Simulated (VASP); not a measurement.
An input for Quantum ESPRESSO's pw.x (written as the equivalent of a VASP run, and not itself run):

```
&CONTROL
  calculation = 'vc-relax'
  pseudo_dir = './pseudo'
  outdir = './out'
  tprnfor = .true.
  tstress = .true.
  nstep = 60
  forc_conv_thr = 0.00039
/
&SYSTEM
  ibrav = 0
  nat = 2
  ntyp = 2
  ecutwfc = 82
  occupations = 'smearing'
  smearing = 'gaussian'
  degauss = 0.003675
  input_dft = 'pw91'
/
&ELECTRONS
  conv_thr = 7.3e-08
  electron_maxstep = 100
/
&IONS
/
&CELL
/
ATOMIC_SPECIES
  Ag 107.868 Ag.upf
  Cl 35.450 Cl.upf
CELL_PARAMETERS angstrom
     0.0000000    2.7966636    2.7966636
     2.7966636    0.0000000    2.7966636
     2.7966636    2.7966636    0.0000000
ATOMIC_POSITIONS crystal
  Ag   0.0000000  0.0000000  0.0000000
  Cl   0.5000000  0.5000000  0.5000000
K_POINTS automatic
  7 7 7 0 0 0
```

Q: Translate this input to VASP (INCAR, KPOINTS, POSCAR, choice of POTCAR).

A: This is not unique; one that fits is 
**KPOINTS**
```
K-points
0
G
 7 7 7
```

**INCAR**
```
# general
SYSTEM   =  AgCl
PREC     =  Accurate
ENCUT    =  520
LREAL    =  F
LASPH    =  T

# electronic loop
EDIFF    =  1E-6
NELM     =  100
ALGO     =  Normal
LMAXMIX  =  4

# smearing
ISMEAR   =  0
SIGMA    =  0.05

# functional
GGA      =  91

# ions
IBRION   =  2
NSW      =  60
ISIF     =  3
EDIFFG   =  -0.01

# output
LWAVE    =  F
LCHARG   =  F
```

**POSCAR**
```
AgCl
1
    0.0000000000     2.7966635702     2.7966635702
    2.7966635702     0.0000000000     2.7966635702
    2.7966635702     2.7966635702     0.0000000000
Ag Cl
1 1
Direct
  0.0000000000   0.0000000000   0.0000000000
  0.5000000000   0.5000000000   0.5000000000
```

POTCAR, in this order: Ag Cl (PBE.64 set). Program: vasp_std.

Limits of the translation: the potentials are each code's own (VASP's PAW set, PseudoDojo norm-conserving files in pw.x), so ENCUT and ecutwfc are chosen apart and not converted; conv_thr bounds pw.x's estimated SCF error, while EDIFF bounds the energy change between steps; forc_conv_thr acts on force components and is met together with etot_conv_thr.

The compound is AgCl in the rock salt structure. It was relaxed first. The start is the result of an earlier pass.
